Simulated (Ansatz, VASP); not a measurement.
# SnGeSe2 (alpha-NaFeO2 type (invented)) in two plane-wave programs, part 2 of 2

Wanted: the spread between two codes on one cell, functional and k mesh. The cell is generated by rule, not measured, and may not be a known phase. The cell is taken from a series of runs on this material, whose earlier steps may have relaxed, scaled, displaced or heated it; both programs get it as it stands.

VASP 6.6.1 and Ansatz 0.2.0.

So far: Set-up; VASP: relaxation of cell and atoms, PBEsol, pair 1; Ansatz: relaxation of cell and atoms, PBEsol, pair 1; Differences.

### Step 5. VASP: relaxation of cell and atoms, PBEsol, pair 2

Level of this step: PBEsol; plane waves and PAW (Ge_d, Sn_d, Se); invented cell (VASP).

The relaxed volume is the usual yardstick between codes: in a stiff, nearly cubic crystal its relative difference is about their pressure difference at one cell divided by the bulk modulus.

The input, INCAR:

```
SYSTEM = SnGeSe2
PREC = Accurate
ENCUT = 500
EDIFF = 1E-07
NELM = 120
ISMEAR = 0
SIGMA = 0.02
LREAL = .FALSE.
ALGO = Normal
GGA = PS
NBANDS = 26
LORBIT = 11
LWAVE = .FALSE.
LCHARG = .FALSE.
ISIF = 3
IBRION = 2
NSW = 80
EDIFFG = -0.005
LASPH = .TRUE.
GGA_COMPAT = .FALSE.
NELMIN = 4
EFERMI = MIDGAP
KPAR = 2
```

The input, POSCAR:

```
SnGeSe2
1.0
    2.0359080000      1.1754320000      6.6740440000
   -2.0359080000      1.1754320000      6.6740440000
    0.0000000000     -2.3508650000      6.6740440000
Ge Sn Se
1 1 2
Direct
    0.0000000000      0.0000000000      0.0000000000
    0.5000001208      0.5000001208      0.4999999082
    0.2563204921      0.2563204921      0.2563203831
    0.7436796996      0.7436796996      0.7436793833
```

The input, KPOINTS:

```
Automatic mesh
0
Gamma
12 12 12
0 0 0
```

The projector-augmented-wave data sets are Ge_d, Sn_d and Se (PBE family, release 64).

The run is started by

```bash
$ mpirun -np 2 vasp_std
```

Numbers of over 12 decimals in the logs are rounded to 6 here.

Log:

```text
[banner, memory and clock lines left out]
running    2 mpi-ranks, on    1 nodes
[...]
[... a notice as in an earlier step ...]

 LDA part: xc-table for (Slater+PW92), standard interpolation
 POSCAR, INCAR and KPOINTS ok, starting setup
[...]
entering main loop
       N       E                     dE             d eps       ncg     rms          rms(c)
DAV:   1     0.331820839036E+03    0.33182E+03   -0.19357E+04 11066   0.261E+03
DAV:   2     0.354774527150E+02   -0.29634E+03   -0.28912E+03 10076   0.610E+02
DAV:   3    -0.159328931320E+02   -0.51410E+02   -0.50485E+02 12014   0.174E+02
DAV:   4    -0.183882159816E+02   -0.24553E+01   -0.24477E+01 11406   0.415E+01
[...]
DAV:  12    -0.182014917015E+02    0.58297E-07   -0.29224E-06 11988   0.114E-02    0.303E-03
DAV:  13    -0.182014915353E+02    0.16619E-06   -0.27101E-07  9378   0.288E-03    0.103E-03
DAV:  14    -0.182014915372E+02   -0.19099E-08   -0.48895E-08  5868   0.245E-03
   1 F= -.18201492E+02 E0= -.18201492E+02  d E =-.182015E+02
[... from here on, the cycles between the ionic steps are left out ...]
   2 F= -.18201793E+02 E0= -.18201793E+02  d E =-.301523E-03
   3 F= -.18201809E+02 E0= -.18201809E+02  d E =-.317466E-03
   4 F= -.18201809E+02 E0= -.18201809E+02  d E =-.317431E-03
   5 F= -.18201844E+02 E0= -.18201844E+02  d E =-.354538E-04
   6 F= -.18201870E+02 E0= -.18201870E+02  d E =-.614047E-04
   7 F= -.18201853E+02 E0= -.18201853E+02  d E =-.441331E-04
   8 F= -.18201875E+02 E0= -.18201875E+02  d E =-.658684E-04
[...]
reached required accuracy - stopping structural energy minimisation
```

OUTCAR, selected parts (step 5):

```text
  Total       -0.0043921     -0.0043921     -0.0100053      0.0000000      0.0000000      0.0000000
  in kB       -0.0737032     -0.0737032     -0.1678990      0.0000000      0.0000000      0.0000000
  external PRESSURE =      -0.1051018 kB  Pullay stress =       0.0000000 kB

 POSITION                                       TOTAL-FORCE (eV/Angst)
 -----------------------------------------------------------------------------------
      0.00000      0.00000      0.00000        -0.000000     -0.000000     -0.000000
     -0.00000     -0.00000     10.00892        -0.000000      0.000000     -0.000000
     -0.00000      0.00000      5.12721         0.000000      0.000000     -0.001308
     -0.00000     -0.00000     14.89062        -0.000000     -0.000000      0.001308
 -----------------------------------------------------------------------------------
    total drift:                                0.000000     -0.000589     -0.000855

  FREE ENERGIE OF THE ION-ELECTRON SYSTEM (eV)
  ---------------------------------------------------
  free  energy   TOTEN  =       -18.2018748369 eV

  energy  without entropy=      -18.2018748369  energy(sigma->0) =      -18.20187484

[... 2 parts as in an earlier step ...]

[... 2 further parts left out ...]
[key lines of the parts left out:]
E-fermi :   5.7079
```

### Step 6. Ansatz: relaxation of cell and atoms, PBEsol, pair 2

The same cell, functional, mesh and smearing now go to Ansatz, which takes its cutoff from its data sets.

The cell is taken from a series of runs on this material, whose earlier steps may have relaxed, scaled, displaced or heated it; both programs get it as it stands.

The input, input.yaml:

```yaml
crystal:
  lattice:
    - [2.0359084915, 1.1754323156, 6.6740444841]
    - [-2.0359084915, 1.1754323156, 6.6740444841]
    - [0.0, -2.3508646313, 6.6740444841]
  atoms:
    - { symbol: Ge, position: [1.0, 0.0, 0.0] }
    - { symbol: Sn, position: [0.5, 0.5, 0.5] }
    - { symbol: Se, position: [0.2563204444, 0.2563204444, 0.2563204444] }
    - { symbol: Se, position: [0.7436795556, 0.7436795556, 0.7436795556] }
kpoints:
  mp_grid: { grid: [12, 12, 12] }
hamiltonian:
  xc: pbesol
scf:
  occupations: { method: gaussian, width: 0.02 }
output:
  forces: true
  stress: true
  eigenvalues: true
relax:
  adjacent_minimum: "off"
  f_tol: 0.005
  max_steps: 80
  cell: { stress_tol: 0.05 }
```

The run is started by

```bash
$ ansatz run input.yaml --threads 2 --pin off --max-ram 5120MiB --backend cpu --events-out ev --progress --plain --runs-dir out
```

Log:

```text
[...]
Crystal: 4 atoms, lattice volume = 95.829 Å³
Basis set: ecut = 420 eV, 1889 PW (Γ), FFT grids on a1−a3, a2−a3, a3, exchange–correlation on 60×60×96 points (8 copies of the dense FFT grid, shifted against one another)
Bands: 36, of which v1, the nominal top of the filled ones, is band 30 counted from 1 (29 counted from 0)
Symmetry: 12 space group operations
[...]
cell:  # Å, volume = 95.4035 Å³
    - [2.032047, 1.173203, 6.669702]
    - [-2.032047, 1.173203, 6.669702]
    - [0, -2.346405, 6.669702]
  atoms:
    - { symbol: Ge, position: [1.000000, -5.551115123125783e-17, 5.551115123125783e-17] }
    - { symbol: Sn, position: [0.5, 0.5, 0.5] }
    - { symbol: Se, position: [0.256140, 0.256140, 0.256140] }
    - { symbol: Se, position: [0.743860, 0.743860, 0.743860] }
[key lines of the parts left out:]
SCF converged after 5 iterations
Free energy (F): -21052.998044 eV
Fermi energy:    9.767621 eV
P = ⅓ Tr σ = 0.0040 GPa (0.040 kbar)
```

### Step 7. Comparison

What differs besides the data sets and the points named for the pairs above, as far as they apply: the data sets hold 60 valence electrons in Ansatz (on its default PAW (the set named soft_2) files) and 40 in VASP. Total energies have different zeros and are not compared.

The two programs side by side:

| quantity | Ansatz | VASP | difference |
| --- | --- | --- | --- |
| volume (Å³) | 95.40 | 95.48 | -0.08 % |
| edge a after relaxation, in the typed setting (Å) | 7.070 | 7.073 | -0.04 % |

### Step 8. Outcome

- difference in volume (relaxation of cell and atoms, PBEsol, pair 1): -0.076 %
- difference in volume (relaxation of cell and atoms, PBEsol, pair 2): -0.075 %

In words: The difference in volume is -0.076 % (relaxation of cell and atoms, PBEsol, pair 1), within the 1.2 % picked in this series as the mark of a large difference, as far as the stopping tolerances let one tell. The data sets hold unlike numbers of valence electrons (60 in Ansatz and 40 in VASP), so part of the differences comes from the potentials. 1 further run of this series is not shown here. Such differences can come from data sets, numerical settings and the points named under the comparisons, not from the functional's error against experiment.

[Lines on the potential files, build, host, timing and source positions are cut from VASP's logs without a mark.]

[Logs are printed without paths, hosts, clocks, repeated set-up lines and the standing remarks that a program may print on its own settings, such as how far it seeks lower states.]

[Hosts, paths, dates, database ids (printed as entryN), source tags and the programs' standing remarks are cut or masked in the printed files.]
